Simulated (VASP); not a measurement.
```
AlCo
1.0
    2.93729     0.00000     0.00000
    0.00000     2.79370     0.00000
    0.00000     0.00000     2.82965
Al Co
1 1
Cartesian
  1.46865   1.39685   1.41482
  0.09593   0.00000   0.00000
```

These are PBE GGA + U (Dudarev), VASP's PBE PAW potentials (set 64) (plane waves; VASP 6.6.1) values and carry that method's errors. Numerical set-up: 400 eV cut-off, 11×12×12 Γ-centred mesh, first-order Methfessel-Paxton smearing of 0.10 eV, potentials Al Co, U − J: Co 5.00 eV.

Task: Estimate the energy per atom (σ→0), pressure, largest force, band gap (on the k-mesh) with the smallest direct gap where there is one.

Result: 
The band gap (on the k-mesh) is none (metal, semimetal or under 0.01 eV). The energy per atom (σ→0) is -3.840 eV/atom and the pressure is -6.81 GPa. The largest force is 0.599 eV/Å.

The compound is CoAl in the CsCl type structure. The cell was not relaxed at this level, atoms are displaced from their ideal sites. The run is one of a series of settings (LDAU = .TRUE., LDAUJ = 0 0, LDAUL = -1 2, LDAUTYPE = 2, LDAUU = 0 5.0 against the base run), some of them coarse on purpose. The run is not spin-polarised, so no magnetic state was tried.
